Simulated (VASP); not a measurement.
These are r2SCAN meta-GGA, VASP's PBE PAW potentials (set 64) (plane waves; VASP 6.6.1) values and carry that method's errors.

VASP ran on this input.

### POSCAR
```
GaN
1
    0.0000000000     2.2600000000     2.2600000000
    2.2600000000     0.0000000000     2.2600000000
    2.2600000000     2.2600000000     0.0000000000
Ga N
1 1
Direct
  0.0000000000   0.0000000000   0.0000000000
  0.2500000000   0.2500000000   0.2500000000
```

### INCAR
```
SYSTEM = GaN
PREC = Accurate
ENCUT = 520
EDIFF = 1E-6
NELM = 100
ALGO = Normal
LREAL = .FALSE.
LASPH = .TRUE.
ISMEAR = 0
SIGMA = 0.05
METAGGA = R2SCAN
LMIXTAU = .TRUE.
LMAXMIX = 4
LWAVE = .FALSE.
LCHARG = .FALSE.
IBRION = 2
ISIF = 3
NSW = 60
EDIFFG = -0.01
```

File KPOINTS:
```
Automatic mesh
0
Gamma
9 9 9
0 0 0
```

POTCAR, in this order: Ga_d N (PBE.64 set). Program: vasp_std.

Task: What will the output report for the number of irreducible k-points (NKPTS), largest plane-wave count, number of space-group operations, FFT grid (NGX, NGY, NGZ)?

Result: 
| Quantity | Result |
|---|---|
| number of irreducible k-points (NKPTS) | 35 |
| largest plane-wave count | 634 |
| number of space-group operations | 24 |
| FFT grid (NGX, NGY, NGZ) | 24 × 24 × 24 |

The compound is GaN in the zinc blende structure, a metastable form; wurtzite is the usual one. This run relaxes it. Symmetry was kept, so distortions that lower it aren't found.
